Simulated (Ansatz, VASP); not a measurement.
# H9C4 (amorphous polypropylene at 300 K): VASP beside Ansatz

Wanted: the spread between two codes on one cell, functional and k mesh. The cell is taken from a series of runs on this material, whose earlier steps may have relaxed, scaled, displaced or heated it; both programs get it as it stands.

Method: plane waves, with VASP 6.6.1 beside it; single point at PBE, in Ansatz 0.2.0.

## 1. The structure

The cell holds 78 atoms: 24 C and 54 H. Its edges and angles: a = 8.864 Å, b = 8.864 Å, c = 8.864 Å, α = 90.0°, β = 90.0°, γ = 90.0°. As first built, before any earlier steps moved the atoms (in the runner's words): 3 polypropylene chains of 2 units placed at random, at 0.817 g/cm^3; overlaps pushed apart, then 20 ps at 800 K with MMFF94 bonds, angles, torsions, charges and radii (Halgren, J. Comput. Chem. 17, 490 (1996)) in harmonic and 12-6 forms; charges of ions scaled by 0.8. Snapshot after 30 ps at 300 K and fixed volume. Then every atom was moved at random, 0.05 A r.m.s. a Cartesian component (hydrogen 0.6 of that).

## 2. Ansatz: single point, PBE, pair 1

Ansatz runs on its default PAW (the set named soft_2) files.

With cell and atoms fixed, the geometry can't cause a difference; cores, projectors, grids and the points listed under the comparison can.

input.yaml

```yaml
crystal:
  lattice:
    - [8.86432, 0.0, 0.0]
    - [0.0, 8.86432, 0.0]
    - [0.0, 0.0, 8.86432]
  atoms:
    - { symbol: C, position: [0.33597, 0.34087, 0.30488] }
    - { symbol: C, position: [0.31189, 0.43251, 0.45368] }
    - { symbol: C, position: [0.3364, 0.33951, 0.58539] }
    - { symbol: C, position: [0.30361, 0.43632, 0.72565] }
    - { symbol: C, position: [0.22517, 0.20549, 0.59583] }
    - { symbol: C, position: [0.2466, 0.10216, 0.74209] }
    - { symbol: C, position: [0.14523, 0.96823, 0.72704] }
    - { symbol: C, position: [0.40475, 0.05487, 0.74759] }
    - { symbol: H, position: [0.28466, 0.23544, 0.28847] }
    - { symbol: H, position: [0.29361, 0.40863, 0.20468] }
    - { symbol: H, position: [0.46253, 0.30955, 0.31024] }
    - { symbol: H, position: [0.19273, 0.45955, 0.43106] }
    - { symbol: H, position: [0.37712, 0.53552, 0.44479] }
    - { symbol: H, position: [0.46236, 0.31242, 0.58501] }
    - { symbol: H, position: [0.33584, 0.37945, 0.83852] }
    - { symbol: H, position: [0.35018, 0.54206, 0.70953] }
    - { symbol: H, position: [0.18524, 0.44063, 0.71697] }
    - { symbol: H, position: [0.25513, 0.13004, 0.50138] }
    - { symbol: H, position: [0.11965, 0.223, 0.58362] }
    - { symbol: H, position: [0.23088, 0.17219, 0.83348] }
    - { symbol: H, position: [0.17206, 0.8687, 0.65034] }
    - { symbol: H, position: [0.02967, 0.02557, 0.69588] }
    - { symbol: H, position: [0.10742, 0.91455, 0.82992] }
    - { symbol: H, position: [0.43742, 0.0023, 0.64251] }
    - { symbol: H, position: [0.48369, 0.13543, 0.77928] }
    - { symbol: H, position: [0.42727, 0.96139, 0.83543] }
    - { symbol: C, position: [0.88202, 0.35403, 0.29184] }
    - { symbol: C, position: [0.95948, 0.4264, 0.16626] }
    - { symbol: C, position: [0.85018, 0.41949, 0.03829] }
    - { symbol: C, position: [0.88766, 0.25387, 0.95545] }
    - { symbol: C, position: [0.89431, 0.53296, 0.92264] }
    - { symbol: C, position: [0.82787, 0.5287, 0.76185] }
    - { symbol: C, position: [0.64868, 0.57263, 0.76558] }
    - { symbol: C, position: [0.92468, 0.63052, 0.65077] }
    - { symbol: H, position: [0.87319, 0.23028, 0.2722] }
    - { symbol: H, position: [0.76784, 0.38005, 0.31818] }
    - { symbol: H, position: [0.94504, 0.38246, 0.40292] }
    - { symbol: H, position: [0.94241, 0.55745, 0.20015] }
    - { symbol: H, position: [0.07355, 0.4143, 0.16015] }
    - { symbol: H, position: [0.72194, 0.42385, 0.05397] }
    - { symbol: H, position: [0.99053, 0.25958, 0.89132] }
    - { symbol: H, position: [0.80143, 0.22092, 0.87099] }
    - { symbol: H, position: [0.86574, 0.16765, 0.03774] }
    - { symbol: H, position: [0.86181, 0.65016, 0.96634] }
    - { symbol: H, position: [0.00847, 0.52818, 0.92954] }
    - { symbol: H, position: [0.84394, 0.4167, 0.71696] }
    - { symbol: H, position: [0.62731, 0.57637, 0.64005] }
    - { symbol: H, position: [0.59578, 0.49906, 0.82141] }
    - { symbol: H, position: [0.6384, 0.67775, 0.8063] }
    - { symbol: H, position: [0.0464, 0.63411, 0.68576] }
    - { symbol: H, position: [0.92051, 0.6113, 0.53556] }
    - { symbol: H, position: [0.8707, 0.75846, 0.65511] }
    - { symbol: C, position: [0.07428, 0.87651, 0.26891] }
    - { symbol: C, position: [0.21677, 0.79051, 0.2856] }
    - { symbol: C, position: [0.32545, 0.79579, 0.14752] }
    - { symbol: C, position: [0.25604, 0.6948, 0.03687] }
    - { symbol: C, position: [0.48549, 0.75398, 0.18862] }
    - { symbol: C, position: [0.5831, 0.86682, 0.2673] }
    - { symbol: C, position: [0.70958, 0.79176, 0.35079] }
    - { symbol: C, position: [0.65186, 0.96382, 0.16231] }
    - { symbol: H, position: [0.01868, 0.89048, 0.36712] }
    - { symbol: H, position: [0.99918, 0.80993, 0.18942] }
    - { symbol: H, position: [0.06682, 0.98139, 0.2202] }
    - { symbol: H, position: [0.20954, 0.69548, 0.33798] }
    - { symbol: H, position: [0.27446, 0.87635, 0.37012] }
    - { symbol: H, position: [0.33023, 0.91139, 0.11308] }
    - { symbol: H, position: [0.34289, 0.68493, 0.93424] }
    - { symbol: H, position: [0.16414, 0.73964, 0.97241] }
    - { symbol: H, position: [0.23491, 0.58815, 0.0705] }
    - { symbol: H, position: [0.5502, 0.70912, 0.09589] }
    - { symbol: H, position: [0.46762, 0.65185, 0.2647] }
    - { symbol: H, position: [0.52655, 0.92704, 0.35965] }
    - { symbol: H, position: [0.76259, 0.71514, 0.26445] }
    - { symbol: H, position: [0.79283, 0.86246, 0.3876] }
    - { symbol: H, position: [0.65795, 0.72783, 0.43524] }
    - { symbol: H, position: [0.73328, 0.90763, 0.07872] }
    - { symbol: H, position: [0.56038, 0.01948, 0.08708] }
    - { symbol: H, position: [0.71252, 0.05238, 0.2103] }
kpoints:
  mp_grid: { grid: [1, 1, 1] }
hamiltonian:
  xc: pbe
scf:
  occupations: { method: fermi_dirac, width: 0.05 }
output:
  forces: true
  eigenvalues: true
  populations: true
  stress: true
```

Run with:

```sh
ansatz run input.yaml --threads 4 --pin off --max-ram 8192MiB --backend cpu --events-out ev --progress --plain --runs-dir out
```

Numbers of over 12 decimals in the logs are rounded to 6 here.

What it wrote:

```text
Engine: ansatz 0.2.0, x86_64-unknown-linux-gnu
Pseudopotentials: kind: paw
Pseudopotential: C, paw, valence charge 4, recommended cutoff 420 eV (normal), C.paw.azcp
Pseudopotential: H, paw, valence charge 1, recommended cutoff 420 eV (normal), H.paw.azcp
Functional definition: PBE
  parameter kappa = 0.804
  parameter beta = 0.066725
  exchange = pbe_x(kappa = kappa, mu = beta*pi^2/3)
  correlation = pbe_c(beta = beta)
Crystal: 78 atoms, lattice volume = 696.524 Å³
Basis set: ecut = 420 eV, 13613 PW (Γ), exchange–correlation on 120×120×120 points (8 copies of the dense FFT grid, shifted against one another)
Bands: 153, of which v1, the nominal top of the filled ones, is band 75 counted from 1 (74 counted from 0)
Symmetry: 1 space group operations
Space group: P1 (ITA 1), of the structure as read, at distance tolerance 8.9e-5 Å
k-points: 1
Non-local potential: C, projectors of the file, l = 0: 2, l = 1: 2, l = 2: 1
Non-local potential: H, projectors of the file, l = 0: 2, l = 1: 1
PAW form: soft (Blöchl's): semilocal exchange-correlation on the pseudo side does not see the compensation charge
PAW one-centre angular grid: C, 110 points (default); XC on 64 Gauss nodes
PAW one-centre angular grid: H, 110 points (default); XC on 64 Gauss nodes
Initial density: superposition of atomic densities (neutral atoms: chi_scale 0, normalization atom), corrected by the library's trained network
Initial wavefunctions: pseudopotential atomic-orbital guess
Functional: x = pbe(κ = 0.804, μ = 0.219515), c = pbe(β = 0.066725)
SCF iter   1: F=—  HF=-6885.381424 eV  |F-HF|=—  |Δ(HF+E_count)|=         —  Δρ=4.00e-3  dr2=1.26e-1  ethr=1.77e-3  ⟨swp⟩=6.0  Hψ=731  notcnv=0  defer=26
preconditioner: auto → Resta (q_TF=auto, 2.112 Å⁻¹)  ε∞=2.2  [insulator: Δε(μ)=5.642 eV  Ē_g=15.633 eV  σ=0.050 eV  W_gap=1.00  n_scr=92 (ndim 8)  ℏωp=17.2 eV  f_vac=0.196  D(μ)=0.00/eV (n_scr^D=0)  ε∞_Penn≈2.2]
SCF iter   2: F=—  HF=-6885.374106 eV  |F-HF|=—  |Δ(HF+E_count)|=   7.32e-3  Δρ=1.82e-3  dr2=2.72e-2  ethr=8.38e-5  ⟨swp⟩=3.0  Hψ=258  notcnv=0  defer=71
SCF iter   3: F=—  HF=-6885.381944 eV  |F-HF|=—  |Δ(HF+E_count)|=   7.84e-3  Δρ=5.62e-4  dr2=3.15e-3  ethr=1.82e-5  ⟨swp⟩=3.0  Hψ=164  notcnv=0  defer=71
SCF iter   4: F=—  HF=-6885.382957 eV  |F-HF|=—  |Δ(HF+E_count)|=   1.01e-3  Δρ=1.57e-4  dr2=2.57e-4  ethr=2.10e-6  ⟨swp⟩=2.0  Hψ=152  notcnv=0  defer=71
SCF iter   5: F=—  HF=-6885.382983 eV  |F-HF|=—  |Δ(HF+E_count)|=   2.60e-5  Δρ=4.33e-5  dr2=2.04e-5  ethr=1.71e-7  ⟨swp⟩=2.0  Hψ=153  notcnv=0  defer=71
SCF iter   6: F=—  HF=-6885.382926 eV  |F-HF|=—  |Δ(HF+E_count)|=   5.78e-5  Δρ=1.75e-5  dr2=2.34e-6  ethr=1.36e-8  ⟨swp⟩=2.0  Hψ=227  notcnv=0  defer=71
SCF iter   7: F=—  HF=-6885.382924 eV  |F-HF|=—  |Δ(HF+E_count)|=   1.21e-6  Δρ=4.61e-6  dr2=1.70e-7  ethr=1.56e-9  ⟨swp⟩=2.0  Hψ=156  notcnv=0  defer=71
SCF iter   8: F=-6885.382924 eV  HF=-6885.382924 eV  |F-HF|=2.44e-8  |Δ(HF+E_count)|=   1.31e-7  Δρ=1.60e-6  dr2=2.36e-8  ethr=6.67e-11  ⟨swp⟩=18.0  Hψ=977  notcnv=0
SCF 1 converged in 8 iterations: F = -6885.382924 eV  dr2 = 2.36e-8
  greatest PAW one-centre occupation: 0.679 electrons in one spin orbital (limit 2), on the C atom at site 32 (counted from 0), in its partial waves of l = 0
SCF converged after 8 iterations
Free energy (F): -6885.382924 eV
Harris-Foulkes:  -6885.382924 eV  (|F-HF|=2.44e-8)
Internal energy: -6885.382924 eV  (E = F + TS)
E sigma→0 (E₀):  -6885.382924 eV
Fermi energy:    0.857594 eV
--- Per-component energies (eV) ---
  E_band       = -1064.865433
  E_kinetic    = 2985.044851
  E_local      = -8875.667955  (includes V_loc(G=0)·N_el)
  E_nonlocal   = 748.550876
  E_hartree    = 3180.929075
  E_xc         = -1657.964421
  E_vxc        = -2078.332426  (∫ρ·V_xc dr)
  E_paw        = -2418.869302  (= ΣΔE_a)
  E_vpaw       = -206.248178  (= ΣTr[D̂ρ^β])
  E_aug_tail   = -0.075911  (compensation charges beyond the density's cutoff)
  E_ewald      = -847.330135
  E_smearing   = -0.000000  (= −TS)
  E_closure    = 0.000000  (closes the sum)
  Σ components = -6885.382924   (vs F -6885.382924, Δ=0.00e0)
--- Forces (eV/Å), atoms counted from 1 ---
  atom   1  C      2.71907975     1.67046101    -0.27701172
  atom   2  C     -1.92437340    -0.71271099    -3.70758545
  atom   3  C      0.59827698    -0.42767977     2.60780341
  atom   4  C      0.52684599    -2.88754036     0.89956724
  atom   5  C      8.18309749    -3.02034358     0.72885097
  atom   6  C      0.71508155    -0.25621133    -3.33607176
  atom   7  C     -3.40606899     0.36447006    -0.52391002
  atom   8  C      0.97108123    -3.37476895     1.26469612
  atom   9  H     -1.21301647    -1.44939967     0.51753263
  atom  10  H      1.23629680    -0.41498071     0.67415971
  atom  11  H     -1.16044968     0.60586880    -1.03046219
  atom  12  H     -0.25951698     0.60156341     1.05115943
  atom  13  H      0.31167318     0.27164100     0.26025820
  atom  14  H     -1.15473361    -0.53226183     0.04927900
  atom  15  H     -0.22186063     0.91058413    -1.34909861
  atom  16  H      0.95170869     2.15546056     0.25297408
  atom  17  H     -1.65232442     0.59600420     0.61663046
  atom  18  H     -0.13848936    -0.20075322     0.02304525
  atom  19  H     -6.70747062     2.10211585    -0.71275142
  atom  20  H     -1.16205618     1.10678162     2.27834041
  atom  21  H      0.10309713     1.47144972     0.27452853
  atom  22  H      1.26135840    -1.33974542    -0.24649432
  atom  23  H      0.45262324    -0.14907120     0.84958771
  atom  24  H      0.34709458    -0.12477585    -0.63378304
[...]
atom  71  H      0.53685599     0.61077618    -0.45373637
  atom  72  H     -0.67461494     0.39592016    -0.35911278
  atom  73  H     -0.04254087     0.11027543     0.81571211
  atom  74  H      1.78351725     1.85171010     1.15367612
  atom  75  H     -0.21452101    -1.23379365     1.66525358
  atom  76  H     -0.86639722     0.22571648     0.87433494
  atom  77  H      1.15316740    -0.37165727     0.60808027
  atom  78  H      1.03634886     1.57939681     0.91942285
  max |Σ_I F_I| component: 8.82e-5 eV/Å
--- Stress (GPa, compression-positive) ---
        4.863730       2.084366      -0.706636
        2.084366       7.016586      -2.585190
       -0.706636      -2.585190       5.270609
  P = ⅓ Tr σ = 5.7170 GPa (57.170 kbar)
--- Band table (eV) ---
  k-point 0: bands = [... 71 lower, -2.3788, -2.2609, -2.0288, -1.9260, 3.6351, 4.4896, 4.5897, 4.6337, ... 74 higher]
--- Löwdin populations: 78 sites ---
  site symbol       q [e]
     0      C      4.4462
     1      C      4.2505
     2      C      4.0694
     3      C      4.4577
     4      C      4.3217
     5      C      4.0917
     6      C      4.4344
     7      C      4.4547
     8      H      0.7986
     9      H      0.8499
    10      H      0.8466
    11      H      0.8434
    12      H      0.8295
    13      H      0.8523
    14      H      0.8518
    15      H      0.8049
    16      H      0.8181
    17      H      0.8411
    18      H      0.7809
    19      H      0.8103
    20      H      0.8305
    21      H      0.8497
    22      H      0.8125
    23      H      0.8226
[...]
70      H      0.8627
    71      H      0.8330
    72      H      0.8514
    73      H      0.8013
    74      H      0.8145
    75      H      0.8466
    76      H      0.8543
    77      H      0.8120
  spilling = 0.011666 (of n_electrons = 150.000000)
```

The run ends at a pressure of 5.72 GPa, with forces up to 9.8 eV/Å.

## 3. VASP: single point, PBE, pair 1

The same cell, functional, mesh and smearing now go to VASP, with its own data sets.

Lines of VASP's logs that name or quote its potential files are left out, and so is its time.

INCAR

```
SYSTEM = H9C4
PREC = Accurate
ENCUT = 600
EDIFF = 1E-06
NELM = 120
ISMEAR = -1
SIGMA = 0.05
LREAL = Auto
ALGO = Normal
GGA = PE
NBANDS = 136
LORBIT = 11
LWAVE = .FALSE.
LCHARG = .FALSE.
ISIF = 2
LASPH = .TRUE.
GGA_COMPAT = .FALSE.
EFERMI = MIDGAP
NCORE = 2
```

POSCAR

```
H9C4
1.0
    8.8643200000      0.0000000000      0.0000000000
    0.0000000000      8.8643200000      0.0000000000
    0.0000000000      0.0000000000      8.8643200000
C H
24 54
Direct
    0.3359700000      0.3408700000      0.3048800000
    0.3118900000      0.4325100000      0.4536800000
    0.3364000000      0.3395100000      0.5853900000
    0.3036100000      0.4363200000      0.7256500000
    0.2251700000      0.2054900000      0.5958300000
    0.2466000000      0.1021600000      0.7420900000
    0.1452300000      0.9682300000      0.7270400000
    0.4047500000      0.0548700000      0.7475900000
    0.8820200000      0.3540300000      0.2918400000
    0.9594800000      0.4264000000      0.1662600000
    0.8501800000      0.4194900000      0.0382900000
    0.8876600000      0.2538700000      0.9554500000
    0.8943100000      0.5329600000      0.9226400000
    0.8278700000      0.5287000000      0.7618500000
    0.6486800000      0.5726300000      0.7655800000
    0.9246800000      0.6305200000      0.6507700000
    0.0742800000      0.8765100000      0.2689100000
    0.2167700000      0.7905100000      0.2856000000
    0.3254500000      0.7957900000      0.1475200000
    0.2560400000      0.6948000000      0.0368700000
    0.4854900000      0.7539800000      0.1886200000
    0.5831000000      0.8668200000      0.2673000000
    0.7095800000      0.7917600000      0.3507900000
    0.6518600000      0.9638200000      0.1623100000
    0.2846600000      0.2354400000      0.2884700000
    0.2936100000      0.4086300000      0.2046800000
    0.4625300000      0.3095500000      0.3102400000
    0.1927300000      0.4595500000      0.4310600000
    0.3771200000      0.5355200000      0.4447900000
    0.4623600000      0.3124200000      0.5850100000
    0.3358400000      0.3794500000      0.8385200000
    0.3501800000      0.5420600000      0.7095300000
    0.1852400000      0.4406300000      0.7169700000
    0.2551300000      0.1300400000      0.5013800000
    0.1196500000      0.2230000000      0.5836200000
    0.2308800000      0.1721900000      0.8334800000
    0.1720600000      0.8687000000      0.6503400000
    0.0296700000      0.0255700000      0.6958800000
    0.1074200000      0.9145500000      0.8299200000
    0.4374200000      0.0023000000      0.6425100000
    0.4836900000      0.1354300000      0.7792800000
    0.4272700000      0.9613900000      0.8354300000
    0.8731900000      0.2302800000      0.2722000000
    0.7678400000      0.3800500000      0.3181800000
    0.9450400000      0.3824600000      0.4029200000
    0.9424100000      0.5574500000      0.2001500000
    0.0735500000      0.4143000000      0.1601500000
    0.7219400000      0.4238500000      0.0539700000
    0.9905300000      0.2595800000      0.8913200000
    0.8014300000      0.2209200000      0.8709900000
    0.8657400000      0.1676500000      0.0377400000
    0.8618100000      0.6501600000      0.9663400000
    0.0084700000      0.5281800000      0.9295400000
    0.8439400000      0.4167000000      0.7169600000
    0.6273100000      0.5763700000      0.6400500000
    0.5957800000      0.4990600000      0.8214100000
    0.6384000000      0.6777500000      0.8063000000
    0.0464000000      0.6341100000      0.6857600000
    0.9205100000      0.6113000000      0.5355600000
    0.8707000000      0.7584600000      0.6551100000
    0.0186800000      0.8904800000      0.3671200000
    0.9991800000      0.8099300000      0.1894200000
    0.0668200000      0.9813900000      0.2202000000
    0.2095400000      0.6954800000      0.3379800000
    0.2744600000      0.8763500000      0.3701200000
    0.3302300000      0.9113900000      0.1130800000
    0.3428900000      0.6849300000      0.9342400000
    0.1641400000      0.7396400000      0.9724100000
    0.2349100000      0.5881500000      0.0705000000
    0.5502000000      0.7091200000      0.0958900000
    0.4676200000      0.6518500000      0.2647000000
    0.5265500000      0.9270400000      0.3596500000
    0.7625900000      0.7151400000      0.2644500000
    0.7928300000      0.8624600000      0.3876000000
    0.6579500000      0.7278300000      0.4352400000
    0.7332800000      0.9076300000      0.0787200000
    0.5603800000      0.0194800000      0.0870800000
    0.7125200000      0.0523800000      0.2103000000
```

KPOINTS

```
Automatic mesh
0
Gamma
1 1 1
0 0 0
```

PAW data sets: C and H (PBE family, release 64).

Run with:

```sh
mpirun -np 8 vasp_gam
```

What it wrote:

```text
[banner, memory and clock lines left out]
running    8 mpi-ranks, on    1 nodes
[...]
LDA part: xc-table for (Slater+PW92), standard interpolation
 POSCAR, INCAR and KPOINTS ok, starting setup
[...]
entering main loop
       N       E                     dE             d eps       ncg     rms          rms(c)
DAV:   1     0.953901396190E+03    0.95390E+03   -0.78156E+04   272   0.111E+03
DAV:   2    -0.327800290487E+03   -0.12817E+04   -0.12015E+04   352   0.242E+02
DAV:   3    -0.453715581668E+03   -0.12592E+03   -0.12483E+03   360   0.762E+01
DAV:   4    -0.456864025410E+03   -0.31484E+01   -0.31395E+01   360   0.138E+01
[...]
DAV:  15    -0.409972479767E+03    0.34029E-04   -0.39509E-05   304   0.245E-02    0.743E-03
DAV:  16    -0.409972478862E+03    0.90447E-06   -0.15019E-05   344   0.117E-02    0.537E-03
DAV:  17    -0.409972478626E+03    0.23624E-06   -0.22546E-06   264   0.574E-03
   1 F= -.40997248E+03 E0= -.40997248E+03  d E =0.000000E+00
```

OUTCAR, selected parts (step 3):

```text
  FREE ENERGIE OF THE ION-ELECTRON SYSTEM (eV)
  ---------------------------------------------------
  free  energy   TOTEN  =      -409.9724786260 eV

  energy  without entropy=     -409.9724786260  energy(sigma->0) =     -409.97247863

[... 1 further part left out ...]
```

The run ends at a pressure of 5.65 GPa, with forces up to 9.8 eV/Å.

## 4. Comparison

Known differences besides the potentials themselves: the cutoff is 420 eV in Ansatz and 600 eV in VASP (PREC = Accurate, projectors in real space). Total energies have different zeros and are not compared.

Both answers:

```csv
quantity,Ansatz,VASP,difference
pressure (GPa),5.72,5.65,+0.07
gap on the k mesh (eV),5.561,5.560,+0.001
```

Forces on 7 of the 78 atoms, those with the largest forces and the largest differences (eV/Å; atoms numbered as in POSCAR):

```
atom         Ansatz x, y, z           VASP x, y, z
  C5   8.183, -3.020, 0.729   8.152, -3.010, 0.733
 C10   -5.805, 5.148, 1.683   -5.761, 5.145, 1.673
 C15   6.877, 1.304, -6.895   6.854, 1.292, -6.861
 C18   3.429, 9.086, -0.842   3.434, 9.046, -0.828
 C20   3.080, 2.301, -5.117   3.066, 2.275, -5.118
 H35  -6.707, 2.102, -0.713  -6.698, 2.099, -0.711
 H56  -4.042, -5.212, 3.652  -4.032, -5.202, 3.640
```

The forces differ by 11 meV/Å r.m.s., which is 0.6 % of the r.m.s. force of 2.039 eV/Å (both taken over all components). A gap on the mesh is an upper bound, since the band edges may lie between its points.

[end of part 1 of 2]

[Lines on the potential files, build, host, timing and source positions are cut from VASP's logs without a mark.]

[Logs are printed without paths, hosts, clocks, repeated set-up lines and the standing remarks that a program may print on its own settings, such as how far it seeks lower states.]

[Hosts, paths, dates, database ids (printed as entryN), source tags and the programs' standing remarks are cut or masked in the printed files.]

[The MMFF94 radii named for the starting cell were scaled by 0.96; in molecules described by MMFF94, hydrogen bound to N, O or S took a small fixed 12-6 site in their place.]
